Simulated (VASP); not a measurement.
Level of theory: LDA (Ceperley-Alder, Perdew-Zunger), VASP's LDA PAW potentials (set 64) (plane waves; VASP 6.6.1).

VASP ran on this input.

POSCAR:
```
SiNi3
1
    3.5278190000     0.0000000000     0.0000000000
    0.0000000000     3.5278190000     0.0000000000
    0.0000000000     0.0000000000     3.5278190000
Si Ni
1 3
Direct
  0.0000000000   0.0000000000   0.0000000000
  0.0000000000   0.5000000000   0.5000000000
  0.5000000000   0.0000000000   0.5000000000
  0.5000000000   0.5000000000   0.0000000000
```

INCAR:
```
LMAXMIX  =  4
ALGO  =  Normal
ISIF  =  2
LCHARG  =  .FALSE.
ISMEAR  =  0
SIGMA  =  0.05   # width (eV)
LWAVE  =  .FALSE.
LREAL  =  .FALSE.   # projection in real space or not
ENCUT  =  180
PREC  =  Accurate
EDIFF  =  1E-03   # SCF stop (eV)
NELM  =  100   # most electronic steps
LASPH  =  .TRUE.   # aspherical one-centre terms
SYSTEM  =  SiNi3
```

File KPOINTS:
```
K-points
0
Gamma
1 1 1
0 0 0
```

POTCAR, in this order: Si Ni (LDA.64 set). Program: vasp_std.

What VASP printed:

**OSZICAR**
```
       N       E                     dE             d eps       ncg     rms          rms(c)
DAV:   1     0.904566077342E+02    0.90457E+02   -0.84624E+03    42   0.792E+02
DAV:   2    -0.241838383643E+02   -0.11464E+03   -0.10985E+03    42   0.210E+02
DAV:   3    -0.275512987546E+02   -0.33675E+01   -0.32625E+01    47   0.395E+01
DAV:   4    -0.275882977641E+02   -0.36999E-01   -0.36956E-01    42   0.406E+00
DAV:   5    -0.275885776098E+02   -0.27985E-03   -0.27984E-03    47   0.366E-01    0.309E+01
DAV:   6    -0.327643736369E+02   -0.51758E+01   -0.10854E+02    42   0.901E+01    0.248E+01
DAV:   7    -0.174204349719E+02    0.15344E+02   -0.28027E+01    42   0.439E+01    0.803E+00
DAV:   8    -0.190655830682E+02   -0.16451E+01   -0.48499E+00    42   0.899E+00    0.143E+01
DAV:   9    -0.193222049833E+02   -0.25662E+00   -0.39098E+00    42   0.162E+01    0.127E+01
DAV:  10    -0.173804672961E+02    0.19417E+01   -0.12706E+00    42   0.881E+00    0.721E+00
DAV:  11    -0.173885762058E+02   -0.81089E-02   -0.14455E-02    42   0.923E-01    0.804E+00
DAV:  12    -0.174631943759E+02   -0.74618E-01   -0.40502E-02    42   0.154E+00    0.123E+01
DAV:  13    -0.176229331489E+02   -0.15974E+00   -0.12418E-01    42   0.289E+00    0.105E+01
DAV:  14    -0.175469101841E+02    0.76023E-01   -0.12068E-02    42   0.133E+00    0.977E+00
DAV:  15    -0.174026287986E+02    0.14428E+00   -0.91196E-01    42   0.229E+00    0.103E+01
DAV:  16    -0.174608347288E+02   -0.58206E-01   -0.46575E-02    42   0.185E+00    0.990E+00
DAV:  17    -0.173510233154E+02    0.10981E+00   -0.90795E-02    42   0.139E+00    0.430E+00
DAV:  18    -0.173636568133E+02   -0.12633E-01   -0.98919E-03    42   0.777E-01    0.494E+00
DAV:  19    -0.173512177345E+02    0.12439E-01   -0.32843E-03    42   0.545E-01    0.230E+00
DAV:  20    -0.173532759978E+02   -0.20583E-02   -0.11708E-03    21   0.357E-01    0.192E+00
DAV:  21    -0.173515381655E+02    0.17378E-02   -0.36456E-04    21   0.218E-01    0.326E-01
DAV:  22    -0.173518894436E+02   -0.35128E-03   -0.68011E-05    21   0.921E-02
   1 F= -.17351889E+02 E0= -.17269866E+02  d E =-.164046E+00
```

File OUTCAR:
```
------------------------ aborting loop because EDIFF is reached ----------------------------------------
  FORCE on cell =-STRESS in cart. coord.  units (eV):
  Direction    XX          YY          ZZ          XY          YZ          ZX
  --------------------------------------------------------------------------------------
  Total      -37.1148634    -37.1148634    -37.1148634      0.0000000     -0.0000000      0.0000000
  in kB    -1354.3769807  -1354.3769807  -1354.3769807      0.0000000     -0.0000000      0.0000000
  external PRESSURE =   -1354.3769807 kB  Pullay stress =       0.0000000 kB
  volume of cell :       43.91
      direct lattice vectors                 reciprocal lattice vectors
     3.527819000  0.000000000  0.000000000     0.283461255  0.000000000  0.000000000
     0.000000000  3.527819000  0.000000000     0.000000000  0.283461255  0.000000000
     0.000000000  0.000000000  3.527819000     0.000000000  0.000000000  0.283461255
 POSITION                                       TOTAL-FORCE (eV/Angst)
 -----------------------------------------------------------------------------------
      0.00000      0.00000      0.00000         0.000000      0.000000      0.000000
      0.00000      1.76391      1.76391         0.000000      0.000000      0.000000
      1.76391      0.00000      1.76391         0.000000      0.000000      0.000000
      1.76391      1.76391      0.00000         0.000000      0.000000      0.000000
 -----------------------------------------------------------------------------------
    total drift:                                0.000000      0.000000      0.000000
  FREE ENERGIE OF THE ION-ELECTRON SYSTEM (eV)
  ---------------------------------------------------
  free  energy   TOTEN  =       -17.3518894436 eV

  energy  without entropy=      -17.1878429465  energy(sigma->0) =      -17.26986620
```
(Selected blocks of OUTCAR.)

At this cut-off the stress carries a Pulay error, which pulls relaxed volumes low.

The structure comes from a computed database's SiNi3 entry; how it stands against other phases isn't given here. The cell was not relaxed at this level. The k-mesh is coarse (spacing up to 1.78 per Å, 2π included), so the numbers may not be converged in it. The run is one of a series of settings (EDIFF = 1E-03, ENCUT = 180, GGA removed, KPOINTS 1×1×1 Γ-centred mesh, POTCAR Si Ni (LDA.64 set) against the base run), some of them coarse on purpose. The run is not spin-polarised, so no magnetic state was tried.
